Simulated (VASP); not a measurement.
Data:

```xyz
2
Lattice="0.0000 3.0855 3.0855 3.0855 0.0000 3.0855 3.0855 3.0855 0.0000" Properties=species:S:1:pos:R:3 pbc="T T T"
Cd     0.0000     0.0000     0.0000
Se     1.5428     1.5428     1.5428
```

These are PBE GGA, VASP's PBE PAW potentials (set 64) (plane waves; VASP 6.6.1) values and carry that method's errors. Run with 400 eV cut-off, KSPACING 0.3 per Å, Gaussian smearing of 0.050 eV, potentials Cd Se.

### Question
What does the run give for the energy per atom (σ→0)?

### Answer

```json
{
  "energy per atom (σ→0)": "-2.748 eV/atom"
}
```

The compound is CdSe in the zinc blende structure, whereas wurtzite is the usual form. The cell was not relaxed at this level. The run is one of a series of settings (KGAMMA = .FALSE., KSPACING = 0.3, KPOINTS file removed against the base run), some of them coarse on purpose.
